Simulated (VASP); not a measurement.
The system is Ta3Si3N.

```xyz
7
Lattice="5.1259 0.0000 0.0000 -2.5630 4.4392 0.0000 0.0000 0.0000 5.4439" Properties=species:S:1:pos:R:3 pbc="T T T"
Ta    2.5630    0.0000    0.0000
Ta   -1.2815    2.2196    0.0000
Ta    1.2815    2.2196    0.0000
Si    2.5630    0.0000    2.7220
Si   -1.2815    2.2196    2.7220
Si    1.2815    2.2196    2.7220
N     0.0000    0.0000    0.0000
```

The cell was built by a generator and needn't be a form met in nature.

* Program: VASP 6.6.1
* Task: relaxation of cell and atoms
* Functional: PBE
* Potentials or basis: VASP PAW PBE potentials, release 64 (Ta_pv, Si, N)
* Cutoff: 520 eV
* k mesh: 3 × 3 × 3
* Occupations: gaussian, width 0.15 eV
* Spin: no spin polarisation

At the start: pressure 0.7 GPa; volume 17.70 Å³/atom.

Problem. Where does the relaxation end?

Solution. Over 6 steps the energy falls by 58.3 meV/atom and the volume is 17.67 Å³/atom (-0.1 %); space group P6/mmm (No. 191, to 0.05 Å).

Step by step:
```
step  energy change (eV)  largest force (eV/Å)  pressure (GPa)  volume (Å³)
   1              0.0000                0.0000            0.70       123.88
   2             -0.2058                0.0000           -0.07       124.69
   3             -0.4057                0.0000           -0.85       124.50
   4             -0.4055                0.0000           -0.92       124.51
   5             -0.4055                0.0000            0.74       122.86
   6             -0.4078                0.0000           -0.04       123.70
```

Final structure:
```cif
data_structure
_symmetry_space_group_name_H-M 'P 1'
_symmetry_Int_Tables_number 1
_cell_length_a 5.2484
_cell_length_b 5.2484
_cell_length_c 5.1854
_cell_angle_alpha 90.000
_cell_angle_beta 90.000
_cell_angle_gamma 120.000
_cell_volume 123.70
loop_
_atom_site_label
_atom_site_type_symbol
_atom_site_fract_x
_atom_site_fract_y
_atom_site_fract_z
_atom_site_occupancy
Ta1 Ta 0.50000 0.00000 0.00000 1
Ta2 Ta 0.00000 0.50000 0.00000 1
Ta3 Ta 0.50000 0.50000 0.00000 1
Si1 Si 0.50000 0.00000 0.50000 1
Si2 Si 0.00000 0.50000 0.50000 1
Si3 Si 0.50000 0.50000 0.50000 1
N1 N 0.00000 0.00000 0.00000 1
```

Caveat: the k mesh is coarse (spacing up to 0.47 Å⁻¹), so the values aren't converged.
